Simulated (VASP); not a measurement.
# BAs (F-43m) in VASP: elastic constants with LDA

Aim: the elastic constants of BAs with LDA.

All numbers are computed with VASP 6.6.1; they aren't measurements. Logs are shortened: lines on timing, memory, paths and dates and some standing lists are left out, and cuts for length are marked.

**1. The structure**

It takes space group F-43m (No. 216, cubic). The conventional cell has a = 4.777 Å, b = 4.777 Å, c = 4.777 Å, α = 90.00°, β = 90.00°, γ = 90.00°. Around B (site symmetry -43m) lie 4 As at 2.07 Å. As (site symmetry -43m) is surrounded by 4 B at 2.07 Å.

**2. Elastic constants, LDA**

Input file POSCAR:

```
BAs
1.0
    0.0000000000      2.3885000000      2.3885000000
    2.3885000000      0.0000000000      2.3885000000
    2.3885000000      2.3885000000      0.0000000000
B As
1 1
Direct
    0.0000000000      0.0000000000      0.0000000000
    0.2500000000      0.2500000000      0.2500000000
```

Input file INCAR.step1:

```
PREC = Accurate ; ENCUT = 600
EDIFF = 1E-8 ; ISMEAR = 0
SIGMA = 0.02 ; LREAL = False
LASPH = True ; NELM = 100
ALGO = Normal ; ISIF = 3
LWAVE = False ; LCHARG = False
IBRION = 2 ; NSW = 40
EDIFFG = -0.002
```

Input file INCAR.step2:

```
PREC = Accurate ; ENCUT = 600
EDIFF = 1E-8 ; ISMEAR = 0
SIGMA = 0.02 ; LREAL = False
LASPH = True ; NELM = 100
ALGO = Normal ; ISIF = 3
LWAVE = False ; LCHARG = False
IBRION = 6 ; NFREE = 2
POTIM = 0.015 ; NSW = 1
```

Input file KPOINTS:

```
regular mesh
0
Gamma
  10 10 10
```

Potentials or basis: VASP PAW LDA potentials, release 64 (B, As).

Command:

```bash
cat potpaw_LDA.64/B/POTCAR potpaw_LDA.64/As/POTCAR > POTCAR
cp INCAR.step1 INCAR
mpirun -np 1 vasp_std > vasp.out
cp CONTCAR POSCAR
cp INCAR.step2 INCAR
mpirun -np 1 vasp_std > vasp.out
```

OUTCAR:

```text
PREC = Accurate
   ENCUT = 600
   EDIFF = 1E-8
   ISMEAR = 0
   LREAL = False
   LASPH = True
   NELM = 100
   ISIF = 3
   IBRION = 6
   NFREE = 2
   POTIM = 0.015
   NSW = 1

 ion  position               nearest neighbor table
   1  0.000  0.000  0.000-   2 2.05   2 2.05   2 2.05   2 2.05
   2  0.250  0.250  0.250-   1 2.05   1 2.05   1 2.05   1 2.05

  LATTYP: Found a face centered cubic cell.
 ALAT       =     4.7422989160

  Lattice vectors:

 A1 = (   0.0000000000,   2.3711494580,   2.3711494580)
 A2 = (   2.3711494580,   0.0000000000,   2.3711494580)
 A3 = (   2.3711494580,   2.3711494580,   0.0000000000)

Analysis of symmetry for initial positions (statically):
=====================================================================
 Subroutine PRICEL returns:
 Original cell was already a primitive cell.

 Routine SETGRP: Setting up the symmetry group for a
 face centered cubic supercell.

 Subroutine GETGRP returns: Found 24 space group operations
 (whereof 24 operations were pure point group operations)
 out of a pool of 48 trial point group operations.

The static configuration has the point symmetry T_d .

Analysis of symmetry for dynamics (positions and initial velocities):
=====================================================================
 Subroutine PRICEL returns:
 Original cell was already a primitive cell.

 Routine SETGRP: Setting up the symmetry group for a
 face centered cubic supercell.

 Subroutine GETGRP returns: Found 24 space group operations
 (whereof 24 operations were pure point group operations)
 out of a pool of 48 trial point group operations.

The dynamic configuration has the point symmetry T_d .

 Subroutine INISYM returns: Found 24 space group operations
 (whereof 24 operations are pure point group operations),
 and found     1 'primitive' translations

[... 350 lines left out ...]
      5       9.6006      0.00000
      6       9.6820      0.00000
      7       9.7665      0.00000
      8      11.3791      0.00000
[... 243 lines left out ...]
 k-point    24 :       0.4000    0.3000    0.0000
  band No.  band energies     occupation
      1      -6.4803      2.00000
      2      -0.0764      2.00000
      3       2.3677      2.00000
      4       2.8424      2.00000
      5       8.0361      0.00000
      6       9.7470      0.00000
      7      15.3287      0.00000
      8      15.5642      0.00000

 [... further k-points ...]
[... 5 lines left out ...]
  --------------------------------------------------------------------------------------
  -------------------------------------------------------------------------------------
  Total       -0.0008266      0.0028220      0.0028220      0.0000000      0.1164916      0.0000000
  in kB       -0.0496722      0.1695731      0.1695731      0.0000000      7.0000080      0.0000000
  external PRESSURE =       0.0964914 kB  Pullay stress =       0.0000000 kB
[... 17 lines left out ...]
  FREE ENERGIE OF THE ION-ELECTRON SYSTEM (eV)
  ---------------------------------------------------
  free  energy   TOTEN  =       -12.9254659379 eV

  energy  without entropy=      -12.9254659379  energy(sigma->0) =      -12.92546594

 INTERNAL STRAIN TENSORS FROM STRAINED CELLS
 ============================================

 INTERNAL STRAIN TENSOR FOR ION    1 for displacements in x,y,z  (eV/Angst):
          X           Y           Z          XY          YZ          ZX
  --------------------------------------------------------------------------------
  x     0.00000    -0.00000    -0.00000     0.00000     7.77284     0.00000
  y     0.00000     0.00000    -0.00000     0.00000    -0.00000     7.77287
  z     0.00000    -0.00000    -0.00000     7.77178     0.00000     0.00000

 INTERNAL STRAIN TENSORS FROM DISPLACED ATOMS
 ============================================

 INTERNAL STRAIN TENSOR FOR ION    1 for displacements in x,y,z  (eV/Angst):
          X           Y           Z          XY          YZ          ZX
  --------------------------------------------------------------------------------
  x    -0.00000     0.00000     0.00000     0.00000     7.77154     0.00000
  y     0.00000    -0.00000     0.00000     0.00000     0.00000     7.77154
  z     0.00000     0.00000    -0.00000     7.77154     0.00000     0.00000

 INTERNAL STRAIN TENSOR FOR ION    2 for displacements in x,y,z  (eV/Angst):
          X           Y           Z          XY          YZ          ZX
  --------------------------------------------------------------------------------
  x    -0.00000     0.00000     0.00000     0.00000    -7.76546     0.00000
  y     0.00000     0.00000     0.00000     0.00000     0.00000    -7.76546
  z     0.00000     0.00000    -0.00000    -7.76546     0.00000     0.00000

 Eigenvectors and eigenvalues of the dynamical matrix
 ----------------------------------------------------

   1 f  =   20.990965 THz   131.890122 2PiTHz  700.183221 cm-1    86.811616 meV
             X         Y         Z           dx          dy          dz
      0.000000  0.000000  0.000000     0.000000    0.934823    0.000000
      1.185575  1.185575  1.185575     0.000000   -0.355115    0.000000
[... 21 lines left out ...]
   6 f/i=    0.000183 THz     0.001147 2PiTHz    0.006089 cm-1     0.000755 meV
             X         Y         Z           dx          dy          dz
      0.000000  0.000000  0.000000     0.000000    0.000000   -0.355115
      1.185575  1.185575  1.185575     0.000000    0.000000   -0.934823

--------------------------------------------------------------------------------------------------------

 ELASTIC MODULI CONTR FROM IONIC RELAXATION (kBar)
 Direction    XX          YY          ZZ          XY          YZ          ZX
 --------------------------------------------------------------------------------
 XX          -0.0000      0.0000      0.0000     -0.0000      0.0000     -0.0000
 YY           0.0000     -0.0000     -0.0000     -0.0000     -0.0000      0.0000
 ZZ           0.0000     -0.0000     -0.0000      0.0000     -0.0000     -0.0000
 XY          -0.0000     -0.0000      0.0000   -212.9018      0.0000      0.0000
 YZ           0.0000     -0.0000     -0.0000      0.0000   -212.9018     -0.0000
 ZX          -0.0000      0.0000     -0.0000      0.0000     -0.0000   -212.9018
 --------------------------------------------------------------------------------

 TOTAL ELASTIC MODULI (kBar)
 Direction    XX          YY          ZZ          XY          YZ          ZX
 --------------------------------------------------------------------------------
 XX        2884.7544    771.2102    771.2102     -0.0000     -0.0000      0.0000
 YY         771.2102   2884.7544    771.2102      0.0000     -0.0000      0.0000
 ZZ         771.2102    771.2102   2884.7544     -0.0000      0.0000     -0.0000
 XY          -0.0000      0.0000     -0.0000   1547.4071      0.0000      0.0000
 YZ          -0.0000     -0.0000      0.0000      0.0000   1547.4071     -0.0000
 ZX           0.0000      0.0000     -0.0000      0.0000     -0.0000   1547.4071
 --------------------------------------------------------------------------------
```

OUTCAR.step1:

```text
PREC = Accurate
   ENCUT = 600
   EDIFF = 1E-8
   ISMEAR = 0
   LREAL = False
   LASPH = True
   NELM = 100
[... 555 lines left out ...]
  -------------------------------------------------------------------------------------
  Total       -0.0010396     -0.0010396     -0.0010396      0.0000000      0.0000000      0.0000000
  in kB       -0.0624704     -0.0624704     -0.0624704      0.0000000      0.0000000      0.0000000
  external PRESSURE =      -0.0624704 kB  Pullay stress =       0.0000000 kB
[... 17 lines left out ...]
  FREE ENERGIE OF THE ION-ELECTRON SYSTEM (eV)
  ---------------------------------------------------
  free  energy   TOTEN  =       -12.9275144552 eV

  energy  without entropy=      -12.9275144552  energy(sigma->0) =      -12.92751446

 reached required accuracy - stopping structural energy minimisation
```

Run time: 5.4 min. Hardware: 1 thread of Intel Xeon Platinum 8488C (Sapphire Rapids), shared host; peak memory 0.27 GiB.

What came out:

| Item | Value |
| --- | --- |
| Relaxed volume | 13.33 Å³/atom |
| Relaxed cell | a = 3.353 Å, b = 3.353 Å, c = 3.353 Å, α = 60.00°, β = 60.00°, γ = 60.00° |
| Space group after relaxing (to 0.05 Å) | F-43m (No. 216) |
| Elastic constants C11, C12, C44 | 288, 77, 155 GPa |
| Voigt bulk modulus | 148 GPa |
| Highest phonon frequency at Γ, LO-TO splitting left out | 700 cm⁻¹ |

Step by step:
```
step  energy change (eV)  largest force (eV/Å)  pressure (GPa)  volume (Å³)
   1              0.0000                0.0000           -3.09        27.25
   2             -0.0025                0.0000            2.50        26.23
   3             -0.0058                0.0000           -0.01        26.66
```

Final structure:
```
B As
1.0
     0.00000    2.37115    2.37115
     2.37115    0.00000    2.37115
     2.37115    2.37115    0.00000
B As
1 1
Direct
  0.00000 0.00000 0.00000
  0.25000 0.25000 0.25000
```

Phonon frequencies in cm⁻¹ (negative: imaginary):
| q point | frequencies |
| --- | --- |
| (0.000, 0.000, 0.000) | 0 0 0 700 700 700 |

Elastic tensor in Voigt notation (GPa, in the Cartesian axes of the cell as first typed):
```
288  77  77   0   0   0
 77 288  77   0   0   0
 77  77 288   0   0   0
  0   0   0 155   0   0
  0   0   0   0 155   0
  0   0   0   0   0 155
```

Clamped-ion elastic tensor (GPa):
```
288  77  77   0   0   0
 77 288  77   0   0   0
 77  77 288   0   0   0
  0   0   0 176   0   0
  0   0   0   0 176   0
  0   0   0   0   0 176
```
